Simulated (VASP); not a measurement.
Calculation: PBE GGA with D4 dispersion, VASP's PBE PAW potentials (set 64) (plane waves; VASP).

The input files of a VASP run:

### POSCAR
```
SrTiO3
1
    3.9203977234     0.0000000000     0.0000000000
    0.0000000000     3.9203977234     0.0000000000
    0.0000000000     0.0000000000     3.9203977234
Sr Ti O
1 1 3
Direct
  0.0000000000   0.0000000000   0.0000000000
  0.5000000000   0.5000000000   0.5000000000
  0.5000000000   0.0000000000   0.5000000000
  0.0000000000   0.5000000000   0.5000000000
  0.5000000000   0.5000000000   0.0000000000
```

**INCAR**
```
NELM = 100   # most electronic steps
GGA = PE
LASPH = .True.   # aspherical one-centre terms
LCHARG = .False.
SIGMA = 0.05
ISMEAR = 0
ENCUT = 520
IVDW = 13
LREAL = .False.   # projection in real space or not
SYSTEM = SrTiO3
LMAXMIX = 4   # l cut-off of mixed one-centre charges
ALGO = Normal   # blocked Davidson
LWAVE = .False.
ISIF = 2   # forces and stress, cell fixed
EDIFF = 1E-7
PREC = Accurate
```

**KPOINTS**
```
Automatic mesh
0
Gamma
6 6 6
0 0 0
```

POTCAR, in this order: Sr_sv Ti_sv O (PBE.64 set). Program: vasp_std.

**Question.** What will the output report for the number of irreducible k-points (NKPTS), largest plane-wave count, number of space-group operations, FFT grid (NGX, NGY, NGZ)?

**Answer.** 
| Property | Value |
|---|---|
| number of irreducible k-points (NKPTS) | 20 |
| largest plane-wave count | 1647 |
| number of space-group operations | 48 |
| FFT grid (NGX, NGY, NGZ) | 30 × 30 × 30 |

The compound is SrTiO3 in the cubic perovskite structure, the ideal cubic form; the compound distorts at low or room temperature. It was relaxed first.
